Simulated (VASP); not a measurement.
An input for Ansatz (written as the equivalent of a VASP run, and not itself run):

Ansatz 0.2 input:
```yaml
crystal:
  lattice:
    - [4.7375304, 0.0000000, 0.0000000]
    - [0.0000000, 3.1107999, 0.0000000]
    - [0.0000000, 0.0000000, 5.1592088]
  atoms:
    - { symbol: Mg, position: [0.2500000, 0.5000000, 0.6750104] }
    - { symbol: Mg, position: [0.7500000, 0.5000000, 0.3249896] }
    - { symbol: Al, position: [0.7500000, 0.0000000, 0.8385931] }
    - { symbol: Al, position: [0.2500000, 0.0000000, 0.1614069] }
kpoints:
  mp_grid: { grid: [6, 9, 6] }
hamiltonian:
  xc: pbesol
  pseudopotentials: { kind: paw }
scf:
  occupations: { method: methfessel_paxton, width: 0.1 }
  max_iter: 100
relax:
  max_steps: 60
  f_tol: 0.02
  cell: {}
output: { forces: true, stress: true, eigenvalues: true }
```

**Question.** Write the VASP files for the same calculation (PBEsol).

**Answer.** This is not unique; one that fits is 
### POSCAR
```
MgAl
1
    4.7375304488     0.0000000000    -0.0000000000
    0.0000000000     3.1107999329     0.0000000000
    0.0000000000     0.0000000000     5.1592088293
Mg Al
2 2
Direct
  0.2500000000   0.5000000000   0.6750104275
  0.7500000000   0.5000000000   0.3249895725
  0.7500000000   0.0000000000   0.8385931332
  0.2500000000   0.0000000000   0.1614068668
```

### KPOINTS
```
Regular mesh
0
gamma
  6 9 6
```

INCAR:
```
ALGO = Normal   # blocked Davidson
SIGMA = 0.1   # width (eV)
NELM = 100
GGA = PS   # PBEsol
EDIFFG = -0.02
EDIFF = 1E-6
LASPH = .True.
ENCUT = 400
LWAVE = .False.
PREC = Accurate
ISMEAR = 1   # Methfessel-Paxton
IBRION = 2
LCHARG = .False.
ISIF = 3   # ions, shape and volume
SYSTEM = MgAl
LREAL = .False.
NSW = 60
```

POTCAR, in this order: Mg Al (PBE.64 set). Program: vasp_std.

The two are equivalent in intent, not identical: each code has its own PAW files, so the cut-off isn't converted (ENCUT is set for VASP's; basis.ecutwfc is left out, and Ansatz then takes the one that its files recommend); Ansatz stops its SCF on the density residual and VASP on the energy change (EDIFF).

The structure comes from a computed database's MgAl entry (Pmma); how it stands against other phases isn't given here. This run relaxes it. Symmetry was kept, so distortions that lower it aren't found. The start is the result of an earlier pass.
